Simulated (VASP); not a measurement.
A convergence study with VASP on MnO (rock salt, AFM-II order): one setting is varied, all else stays as given below, so the limit is that of these other settings.

```
CELL_PARAMETERS angstrom
      4.44000     2.22000     2.22000
      2.22000     4.44000     2.22000
      2.22000     2.22000     4.44000
ATOMIC_POSITIONS crystal
  Mn 0.00000 0.00000 0.00000
  Mn 0.50000 0.50000 0.50000
  O  0.25000 0.25000 0.25000
  O  0.75000 0.75000 0.75000
```
Starting moments (μB, in the order of the record's atoms Mn Mn O O): 5.0 -5.0 0.0 0.0.

All values below come from PBE GGA, VASP's PBE PAW potentials (set 64) (plane waves; VASP 6.6.1). The tightest run used: 700 eV cut-off, 9×9×9 Monkhorst-Pack mesh, Gaussian smearing of 0.050 eV, potentials Mn_pv O.

Q: The settings run are 1×1×1 mesh; 2×2×2 mesh; 3×3×3 mesh; 4×4×4 mesh; 5×5×5 mesh; 6×6×6 mesh; 7×7×7 mesh; 8×8×8 mesh; 9×9×9 mesh. From which on does the energy per atom stay within 0.001 eV/atom of the tightest run?

A: From 6×6×6 mesh on: it is off by 0.0004 there and by no more than 0.001 in any finer run, while 5×5×5 mesh is off by 0.0014.
```json
[
 {"setting": "1×1×1 mesh", "E (eV/atom)": "-7.0360", "pressure (GPa)": "-8.69", "irreducible k-points": "1", "difference judged (eV/atom)": "1.2439"},
 {"setting": "2×2×2 mesh", "E (eV/atom)": "-8.1520", "pressure (GPa)": "-0.01", "irreducible k-points": "2", "difference judged (eV/atom)": "0.1279"},
 {"setting": "3×3×3 mesh", "E (eV/atom)": "-8.2649", "pressure (GPa)": "-0.17", "irreducible k-points": "6", "difference judged (eV/atom)": "0.0150"},
 {"setting": "4×4×4 mesh", "E (eV/atom)": "-8.2748", "pressure (GPa)": "-0.07", "irreducible k-points": "10", "difference judged (eV/atom)": "0.0051"},
 {"setting": "5×5×5 mesh", "E (eV/atom)": "-8.2785", "pressure (GPa)": "-0.14", "irreducible k-points": "19", "difference judged (eV/atom)": "0.0014"},
 {"setting": "6×6×6 mesh", "E (eV/atom)": "-8.2795", "pressure (GPa)": "-0.16", "irreducible k-points": "28", "difference judged (eV/atom)": "0.0004"},
 {"setting": "7×7×7 mesh", "E (eV/atom)": "-8.2798", "pressure (GPa)": "-0.17", "irreducible k-points": "44", "difference judged (eV/atom)": "0.0001"},
 {"setting": "8×8×8 mesh", "E (eV/atom)": "-8.2799", "pressure (GPa)": "-0.17", "irreducible k-points": "60", "difference judged (eV/atom)": "0.0000"},
 {"setting": "9×9×9 mesh", "E (eV/atom)": "-8.2799", "pressure (GPa)": "-0.17", "irreducible k-points": "85", "difference judged (eV/atom)": "0.0000"}
]
```

Left out are rungs that failed or repeat a setting and relaxations that didn't move; long series are thinned to 24 rows.

The compound is MnO in the rock salt, AFM-II order structure. The cell was not relaxed at this level. The spin order is the one that the start imposed; others were not tried in this run.
